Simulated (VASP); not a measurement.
Here is the system:

```
PbO
1.0
    4.04828     0.00000     0.00000
    0.00000     4.04828     0.00000
    0.00000     0.00000    20.43391
Pb O
2 2
Direct
  0.50000   0.00000   0.44132
  0.00000   0.50000   0.55868
  0.50000   0.50000   0.50000
  0.00000   0.00000   0.50000
```

All values below come from PBE GGA, VASP's PBE PAW potentials (set 64) (plane waves; VASP). Numerical set-up: PREC = Normal, 500 eV cut-off, 12×12×1 Γ-centred mesh, Gaussian smearing of 0.050 eV, potentials Pb_d O.

Unless said otherwise, spin-orbit coupling is left out, though it shifts the bands of the heavy elements here.

Question: What does the run give for the energy per atom (σ→0), band gap (on the k-mesh) with the smallest direct gap where there is one?

Answer: 
```json
{
 "band gap (on the k-mesh)": "2.49 eV",
 "smallest direct gap (on the k-mesh)": "2.49 eV",
 "energy per atom (σ→0)": "-5.367 eV/atom"
}
```

Total energies compare only between runs with the same potentials, cut-off and functional.

The cell is a sheet with vacuum, built from PbO (litharge).
